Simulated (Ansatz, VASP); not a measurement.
**Cross-check of BN between VASP and Ansatz**

Aim: how closely do two programs agree when they are given the same cell, functional and k mesh? The structure shown is the end of the Ansatz relaxation below. Other levels of theory on this material are compared in a session of their own.

Main program and level: Ansatz 0.2.0; plane waves, with VASP 6.6.1 beside it; single point at RPBE.

**1. The starting structure**

The structure is hexagonal, space group P6_3/mmc (No. 194). Conventional cell: a = 2.524 Å, b = 2.524 Å, c = 9.612 Å, α = 90.00°, β = 90.00°, γ = 120.00°. B has 3 N at 1.46 Å nearest. N has 3 B at 1.46 Å nearest. Farther neighbours and most contacts between anions are not listed.

**2. Ansatz: relaxation, RPBE**

Ansatz runs on its default PAW (the set named soft_2) files.

This run makes the geometry at which the two programs are then compared.

input.yaml

```yaml
crystal:
  lattice:
    - [2.5114471051, 0.0, 0.0]
    - [-1.2557235526, 2.1749769932, 0.0]
    - [0.0, 0.0, 9.7080966072]
  atoms:
    - { symbol: B, position: [0.3333333333, 0.6666666667, 0.25] }
    - { symbol: B, position: [0.6666666667, 0.3333333333, 0.75] }
    - { symbol: "N", position: [0.3333333333, 0.6666666667, 0.75] }
    - { symbol: "N", position: [0.6666666667, 0.3333333333, 0.25] }
kpoints:
  mp_grid: { grid: [9, 9, 2] }
hamiltonian:
  xc: rpbe
scf:
  occupations: { method: fixed }
output:
  forces: true
  stress: true
  eigenvalues: true
relax:
  adjacent_minimum: "off"
  f_tol: 0.001
  max_steps: 60
  cell: { stress_tol: 0.01, fix: [volume] }
```

Launch:

```sh
$ ansatz run input.yaml --threads 4 --pin off --max-ram 7168MiB --backend cpu --events-out ev --progress --plain --runs-dir out
```

Numbers of over 12 decimals in the logs are rounded to 6 here.

Log:

```text
Engine: ansatz 0.2.0, x86_64-unknown-linux-gnu
Pseudopotentials: kind: paw
Pseudopotential: B, paw, valence charge 3, recommended cutoff 420 eV (normal), B.paw.azcp
Pseudopotential: N, paw, valence charge 5, recommended cutoff 420 eV (normal), N.paw.azcp
Functional definition: RPBE
  parameter kappa = 0.804
  parameter beta = 0.066725
  exchange = rpbe_x(kappa = kappa, mu = beta*pi^2/3)
  correlation = pbe_c(beta = beta)
Crystal: 4 atoms, lattice volume = 53.029 Å³
Basis set: ecut = 420 eV, 1059 PW (Γ), exchange–correlation on 36×36×144 points (8 copies of the dense FFT grid, shifted against one another)
Bands: 12, of which v1, the nominal top of the filled ones, is band 8 counted from 1 (7 counted from 0)
Symmetry: 24 space group operations
Space group: P63/mmc (ITA 194), of the structure as read, at distance tolerance 3.8e-5 Å
k-points: 24 of 162
Non-local potential: B, projectors of the file, l = 0: 2, l = 1: 2, l = 2: 1
Non-local potential: N, projectors of the file, l = 0: 2, l = 1: 2, l = 2: 1
PAW form: soft (Blöchl's): semilocal exchange-correlation on the pseudo side does not see the compensation charge
PAW frozen core: B, regenerated for the run's functional, and the local potential with it (the file was generated under x = pbe(κ = 0.804, μ = 0.219515), c = pbe(β = 0.066725))
PAW frozen core: N, regenerated for the run's functional, and the local potential with it (the file was generated under x = pbe(κ = 0.804, μ = 0.219515), c = pbe(β = 0.066725))
PAW one-centre angular grid: B, 110 points (default); XC on 64 Gauss nodes
PAW one-centre angular grid: N, 110 points (default); XC on 64 Gauss nodes
Initial density: superposition of atomic densities (neutral atoms: chi_scale 0, normalization atom), corrected by the library's trained network
Initial wavefunctions: pseudopotential atomic-orbital guess
Functional: x = rpbe, c = pbe(β = 0.066725)
SCF iter   1: F=—  HF=-1090.129405 eV  |F-HF|=—  |Δ(HF+E_count)|=         —  Δρ=3.71e-3  dr2=3.16e-3  ethr=1.77e-3  ⟨swp⟩=5.2  Hψ=1584  notcnv=0  defer=48
preconditioner: auto → none  [insulator: Δε(μ)=4.369 eV  Ē_g=15.227 eV  n_scr=6 (ndim 8)  ℏωp=20.4 eV  f_vac=0.324  ε∞_Penn≈2.8]
SCF iter   2: F=—  HF=-1090.130797 eV  |F-HF|=—  |Δ(HF+E_count)|=   1.39e-3  Δρ=1.92e-3  dr2=6.52e-4  ethr=1.98e-5  ⟨swp⟩=2.8  Hψ=639  notcnv=0  defer=48
SCF iter   3: F=—  HF=-1090.130976 eV  |F-HF|=—  |Δ(HF+E_count)|=   1.80e-4  Δρ=2.28e-4  dr2=2.09e-5  ethr=4.07e-6  ⟨swp⟩=2.9  Hψ=539  notcnv=0  defer=48
SCF iter   4: F=—  HF=-1090.130971 eV  |F-HF|=—  |Δ(HF+E_count)|=   5.41e-6  Δρ=1.07e-4  dr2=4.44e-6  ethr=1.31e-7  ⟨swp⟩=2.0  Hψ=528  notcnv=0  defer=47
SCF iter   5: F=—  HF=-1090.130971 eV  |F-HF|=—  |Δ(HF+E_count)|=   3.70e-8  Δρ=3.89e-5  dr2=4.65e-7  ethr=2.77e-8  ⟨swp⟩=2.8  Hψ=495  notcnv=0  defer=47
SCF iter   6: F=-1090.130971 eV  HF=-1090.130971 eV  |F-HF|=6.46e-10  |Δ(HF+E_count)|=   1.26e-7  Δρ=1.02e-5  dr2=2.99e-8  ethr=6.25e-10  ⟨swp⟩=8.4  Hψ=1601  notcnv=0
SCF 1 converged in 6 iterations: F = -1090.130971 eV  dr2 = 2.99e-8
  greatest PAW one-centre occupation: 0.799 electrons in one spin orbital (limit 2), on the N atom at site 3 (counted from 0), in its partial waves of l = 0
relax step   1: F+E_penalty+E_count = -1090.13097082 eV  Δ(F+E_penalty+E_count) = +0.000e0 eV  max|allowed force component| = 2.255e-16 eV/Å  Δτ_max = 0.0000 Å  P = +2.450 GPa  Ω = 53.029 Å³  fix = [volume]  reactions: volume +2.450 GPa  (6 SCF iters, dr2 threshold 1.00e-7 eV, accepted)
[...]
relax step   3: F+E_penalty+E_count = -1090.13698144 eV  Δ(F+E_penalty+E_count) = -1.002e-3 eV  max|allowed force component| = 2.059e-16 eV/Å  Δτ_max = 0.0000 Å  P = +0.105 GPa  Ω = 53.029 Å³  energy of the carried Pulay correction = +1.875e-4 eV  fix = [volume]  reactions: volume +0.105 GPa  (4 SCF iters, dr2 threshold 4.00e-7 eV, accepted)
[...]
relax step   4: F+E_penalty+E_count = -1090.13701057 eV  Δ(F+E_penalty+E_count) = -2.913e-5 eV  max|allowed force component| = 4.117e-16 eV/Å  Δτ_max = 0.0000 Å  P = +0.110 GPa  Ω = 53.029 Å³  fix = [volume]  reactions: volume +0.110 GPa  stress off target by 5.63e-2 GPa on what of the cell is left free  SCF on the basis re-selected at this cell (its energy is not comparable with the rows above)  (6 SCF iters)
[...]
relax step   5: F+E_penalty+E_count = -1090.13701936 eV  Δ(F+E_penalty+E_count) = -8.791e-6 eV  max|allowed force component| = 7.818e-16 eV/Å  Δτ_max = 0.0000 Å  P = +0.056 GPa  Ω = 53.029 Å³  energy of the carried Pulay correction = +5.601e-6 eV  fix = [volume]  reactions: volume +0.056 GPa  (4 SCF iters, dr2 threshold 7.92e-9 eV, accepted)
[...]
relax step   6: F+E_penalty+E_count = -1090.13700466 eV  Δ(F+E_penalty+E_count) = +1.470e-5 eV  max|allowed force component| = 7.425e-16 eV/Å  Δτ_max = 0.0000 Å  P = +0.056 GPa  Ω = 53.029 Å³  fix = [volume]  reactions: volume +0.056 GPa  stress off target by 9.90e-4 GPa on what of the cell is left free  SCF on the basis re-selected at this cell (its energy is not comparable with the rows above)  (5 SCF iters)
basis re-selected at this cell: Δ(F+E_penalty+E_count) = +1.470e-5 eV, ΔP = -0.000 GPa vs the last step (what re-selecting the basis moved, of the pressure what is left beyond the Pulay correction that the steps carried, after the strain that the cell walked since its last selection, with what the two solves' SCF thresholds leave and, on support functions, any second-order correction that the steps lacked; it is no m [...]
SCF converged after 5 iterations
Free energy (F): -1090.137005 eV
Harris-Foulkes:  -1090.137005 eV  (|F-HF|=2.96e-12)
Internal energy: -1090.137005 eV  (E = F + TS)
E sigma→0 (E₀):  -1090.137005 eV
Fermi energy:    1.502026 eV
--- Per-component energies (eV) ---
  E_band       = -89.395729
  E_kinetic    = 364.317229
  E_local      = -1154.381189  (includes V_loc(G=0)·N_el)
  E_nonlocal   = 112.924567
  E_hartree    = 429.895086
  E_xc         = -184.492112
  E_vxc        = -228.291580  (∫ρ·V_xc dr)
  E_paw        = -417.837847  (= ΣΔE_a)
  E_vpaw       = -43.755115  (= ΣTr[D̂ρ^β])
  E_aug_tail   = 0.000201  (compensation charges beyond the density's cutoff)
  E_ewald      = -240.505209
  E_core_change = -0.057731  (= ΣΔE_core)
  E_smearing   = -0.000000  (= −TS)
  E_closure    = 0.000000  (closes the sum)
  Σ components = -1090.137005   (vs F -1090.137005, Δ=0.00e0)
--- Forces (eV/Å), atoms counted from 1 ---
  atom   1  B     -0.00000000    -0.00000000     0.00000000
  atom   2  B      0.00000000     0.00000000     0.00000000
  atom   3  N     -0.00000000    -0.00000000     0.00000000
  atom   4  N      0.00000000     0.00000000     0.00000000
  max |Σ_I F_I| component: 9.25e-18 eV/Å
--- Stress (GPa, compression-positive) ---
        0.056192      -0.000000       0.000000
       -0.000000       0.056192       0.000000
        0.000000       0.000000       0.054707
  P = ⅓ Tr σ = 0.0557 GPa (0.557 kbar)
--- Band table (eV; the first three rows and the last of 24) ---
  k-point 0: bands = [... 4 lower, 0.1546, 0.1546, 0.1552, 0.1552, 5.7754, 8.1652, 9.9958, 12.9780]
  k-point 1: bands = [... 4 lower, 0.1550, 0.1550, 0.1550, 0.1550, 6.6317, 6.6317, 11.8451, 11.8451]
  k-point 2: bands = [... 4 lower, -0.8038, -0.8006, -0.2751, -0.2748, 6.1848, 8.4407, 10.4159, 12.6315]
  k-point 23: bands = [... 4 lower, -5.6610, -5.6610, 1.5020, 1.5020, 6.1948, 6.1948, 13.8479, 13.8479]
--- Relaxed structure (4 steps of the walk, 4 accepted, 2 SCFs on fresh bases) ---
  F+E_penalty+E_count = -1090.13700466 eV   max|allowed force component| = 7.425e-16 eV/Å   (the final SCF, on the basis selected at the relaxed cell)
  cell:  # Å, volume = 53.0289 Å³
    - [2.523921, 2.9010914410542992e-11, 0.0]
    - [-1.261961, 2.185780, 0.0]
    - [0.0, 0.0, 9.612373]
  atoms:
    - { symbol: B, position: [0.333333, 0.666667, 0.25] }
    - { symbol: B, position: [0.666667, 0.333333, 0.750000] }
    - { symbol: N, position: [0.333333, 0.666667, 0.750000] }
    - { symbol: N, position: [0.666667, 0.333333, 0.25] }
```

**3. VASP: single point, RPBE**

The same cell, functional and mesh now go to VASP, with its own data sets.

Lines of VASP's logs that name or quote its potential files are left out, and so is its time.

INCAR

```
SYSTEM = BN
PREC = Accurate
ENCUT = 600
EDIFF = 1E-06
NELM = 120
ISMEAR = 0
SIGMA = 0.01
LREAL = .FALSE.
ALGO = Normal
GGA = RP
NBANDS = 14
LORBIT = 11
LWAVE = .FALSE.
LCHARG = .FALSE.
ISIF = 2
LASPH = .TRUE.
GGA_COMPAT = .FALSE.
EFERMI = MIDGAP
KPAR = 2
```

POSCAR

```
BN
1.0
    2.5239211128      0.0000000000      0.0000000000
   -1.2619605564      2.1857798008      0.0000000000
    0.0000000000      0.0000000000      9.6123728402
B N
2 2
Direct
    0.3333333334      0.6666666668      0.2500000000
    0.6666666668      0.3333333334      0.7500000000
    0.3333333334      0.6666666668      0.7500000000
    0.6666666668      0.3333333334      0.2500000000
```

KPOINTS

```
Automatic mesh
0
Gamma
9 9 2
0 0 0
```

The projector-augmented-wave data sets are B and N (PBE family, release 64).

Launch:

```sh
$ mpirun -np 2 vasp_std
```

Log:

```text
[banner, memory and clock lines left out]
running    2 mpi-ranks, on    1 nodes
 distrk:  each k-point on    1 cores,    2 groups
 distr:  one band on    1 cores,    1 groups

 POSCAR found type information on POSCAR B N
 POSCAR found :  2 types and       4 ions
|                                                                             |
|               ----> ADVICE to this user running VASP <----                  |
|                                                                             |
|     You enforced a specific xc type in the INCAR file but a different       |
|     [... a line on the potential file left out ...]
|     I HOPE YOU KNOW WHAT YOU ARE DOING!                                     |
|                                                                             |

 LDA part: xc-table for (Slater+PW92), standard interpolation
 POSCAR, INCAR and KPOINTS ok, starting setup
 FFT: planning ... GRIDC
 FFT: planning ... GRID_SOFT
 FFT: planning ... GRID
 WAVECAR not read
 entering main loop
       N       E                     dE             d eps       ncg     rms          rms(c)
DAV:   1     0.838990183687E+02    0.83899E+02   -0.81231E+03   672   0.112E+03
DAV:   2    -0.307212938840E+02   -0.11462E+03   -0.10313E+03   964   0.259E+02
DAV:   3    -0.373099920486E+02   -0.65887E+01   -0.65281E+01   888   0.639E+01
DAV:   4    -0.373963432965E+02   -0.86351E-01   -0.86302E-01   862   0.791E+00
DAV:   5    -0.373977717579E+02   -0.14285E-02   -0.14284E-02   870   0.988E-01    0.112E+01
DAV:   6    -0.342528029893E+02    0.31450E+01   -0.66365E+00   828   0.207E+01    0.503E+00
DAV:   7    -0.339571200352E+02    0.29568E+00   -0.60610E-01   830   0.596E+00    0.316E+00
DAV:   8    -0.338472877564E+02    0.10983E+00   -0.36279E-01   846   0.406E+00    0.578E-01
DAV:   9    -0.338447588533E+02    0.25289E-02   -0.22541E-02   744   0.126E+00    0.206E-01
DAV:  10    -0.338453942327E+02   -0.63538E-03   -0.39998E-03   672   0.573E-01    0.487E-02
DAV:  11    -0.338448478944E+02    0.54634E-03   -0.80523E-04   714   0.277E-01    0.315E-02
DAV:  12    -0.338448224077E+02    0.25487E-04   -0.50769E-05   852   0.647E-02    0.590E-03
DAV:  13    -0.338448212805E+02    0.11272E-05   -0.58838E-06   730   0.190E-02    0.291E-03
DAV:  14    -0.338448209533E+02    0.32725E-06   -0.97834E-07   682   0.799E-03
   1 F= -.33844821E+02 E0= -.33844821E+02  d E =0.000000E+00
```

From OUTCAR (step 3):

```text
ion  position               nearest neighbor table
   1  0.333  0.667  0.250-   4 1.46   4 1.46   4 1.46
   2  0.667  0.333  0.750-   3 1.46   3 1.46   3 1.46
   3  0.333  0.667  0.750-   2 1.46   2 1.46   2 1.46
   4  0.667  0.333  0.250-   1 1.46   1 1.46   1 1.46

  LATTYP: Found a hexagonal cell.
 ALAT       =     2.5239211128
 C/A-ratio  =     3.8085076397

 Subroutine GETGRP returns: Found 24 space group operations
 (whereof 12 operations were pure point group operations)

The static configuration has the point symmetry D_3d.
 The point group associated with its full space group is D_6h.

 Found     24 irreducible k-points:

   k-points           NKPTS =     24   k-points in BZ     NKDIM =     24   number of bands    NBANDS=     14

   dimension x,y,z NGX =    20 NGY =   20 NGZ =   80
   dimension x,y,z NGXF=    40 NGYF=   40 NGZF=  160

   ENCUT  =  600.0 eV  44.10 Ry    6.64 a.u.   5.04  5.04 19.20*2*pi/ulx,y,z

   NELECT =      16.0000    total number of electrons

 k-points in reciprocal lattice and weights: Automatic mesh
   0.00000000  0.00000000  0.00000000       0.006
   0.11111111 -0.00000000  0.00000000       0.037
   0.22222222 -0.00000000  0.00000000       0.037
   0.33333333 -0.00000000  0.00000000       0.037
   0.44444444 -0.00000000  0.00000000       0.037
   0.11111111  0.11111111  0.00000000       0.037
   0.22222222  0.11111111  0.00000000       0.074
   0.33333333  0.11111111  0.00000000       0.074
   0.44444444  0.11111111  0.00000000       0.037
[...]
0.33333333  0.22222222  0.50000000       0.074
   0.33333333  0.33333333  0.50000000       0.012

 average (electrostatic) potential at core
       1 -31.7239       2 -31.7239       3 -67.5627       4 -67.5627

 E-fermi :   1.9557

 k-point     1 :       0.0000    0.0000    0.0000
  band No.  band energies     occupation
    ...
      4      -5.1628      2.00000
      5      -1.5252      2.00000
      6      -1.5252      2.00000
      7      -1.5249      2.00000
      8      -1.5249      2.00000
      9       4.0916      0.00000
     10       6.4819      0.00000
     11       8.3186      0.00000
     12      11.2648      0.00000
     13      11.2659      0.00000
    ...

 k-point     2 :       0.1111   -0.0000    0.0000
  band No.  band energies     occupation
    ...
      4      -4.8548      2.00000
      5      -2.4843      2.00000
      6      -2.4811      2.00000
      7      -1.9554      2.00000
      8      -1.9549      2.00000
      9       4.5008      0.00000
     10       6.7573      0.00000
     11       8.7377      0.00000
     12      10.9526      0.00000
     13      11.0686      0.00000
    ...

 k-point     3 :       0.2222   -0.0000    0.0000
  band No.  band energies     occupation
    ...
      4      -4.6518      2.00000
      5      -4.1641      2.00000
      6      -3.9595      2.00000
      7      -2.8717      2.00000
      8      -2.8709      2.00000
      9       5.6267      0.00000
     10       7.3509      0.00000
     11       9.3960      0.00000
     12       9.3994      0.00000
     13      10.6680      0.00000
    ...

  Total        0.0194535      0.0194535     -0.0380677      0.0000000     -0.0000000      0.0000000
  in kB        0.5877528      0.5877528     -1.1501488      0.0000000     -0.0000000      0.0000000
  external PRESSURE =       0.0084523 kB  Pullay stress =       0.0000000 kB

  energy-cutoff  :      600.00
  volume of cell :       53.03
      direct lattice vectors                 reciprocal lattice vectors
     2.523921113  0.000000000  0.000000000     0.396208897  0.228751313  0.000000000
    -1.261960556  2.185779801  0.000000000     0.000000000  0.457502627  0.000000000
     0.000000000  0.000000000  9.612372840     0.000000000  0.000000000  0.104032586

 POSITION                                       TOTAL-FORCE (eV/Angst)
 -----------------------------------------------------------------------------------
      0.00000      1.45719      2.40309         0.000000      0.000000     -0.000000
      1.26196      0.72859      7.20928        -0.000000      0.000000     -0.000000
      0.00000      1.45719      7.20928         0.000000     -0.000000      0.000000
      1.26196      0.72859      2.40309        -0.000000      0.000000      0.000000
 -----------------------------------------------------------------------------------
    total drift:                               -0.000000     -0.000000      0.000000

  FREE ENERGIE OF THE ION-ELECTRON SYSTEM (eV)
  ---------------------------------------------------
  free  energy   TOTEN  =       -33.8448209533 eV

  energy  without entropy=      -33.8448209533  energy(sigma->0) =      -33.84482095

 total charge
# of ion       s       p       d       tot
------------------------------------------
    1        0.741   1.394   0.000   2.135
    2        0.741   1.394   0.000   2.135
    3        1.225   2.771   0.000   3.996
    4        1.225   2.771   0.000   3.996
--------------------------------------------------
tot          3.931   8.331   0.000  12.262

[... 3 further parts left out ...]
```

The run ends at a pressure of 0.00 GPa.

**4. Side by side**

Known differences besides the potentials themselves: fixed occupations in Ansatz, narrow Gaussian smearing in VASP; the cutoff is 420 eV in Ansatz and 600 eV in VASP; Ansatz makes its cores anew for this functional, VASP keeps those of its PBE data sets; Ansatz's pressure holds a Pulay correction, VASP's none. Total energies have different zeros and are not compared.

Both answers:

| quantity | Ansatz | VASP | difference |
| --- | --- | --- | --- |
| pressure (GPa) | 0.06 | 0.00 | +0.05 |
| gap on the k mesh (eV) | 4.273 | 4.272 | +0.002 |

A gap on the mesh is an upper bound, since the band edges may lie between its points.

**5. Summary of results**

```yaml
difference_in_gap_on_the_k_mesh_single_point_rpbe: 0.0016 eV
```

In words: The difference in gap on the k mesh is 0.0016 eV (single point, RPBE), within the 0.08 eV picked in this series as the mark of a large difference. 6 further runs of this series are not shown here. Such differences can come from data sets, numerical settings and the points named under the comparisons, not from the functional's error against experiment.

[Lines on the potential files, build, host, timing and source positions are cut from VASP's logs without a mark.]

[Logs are printed without paths, hosts, clocks, repeated set-up lines and the standing remarks that a program may print on its own settings, such as how far it seeks lower states.]

[Hosts, paths, dates, database ids (printed as entryN), source tags and the programs' standing remarks are cut or masked in the printed files.]
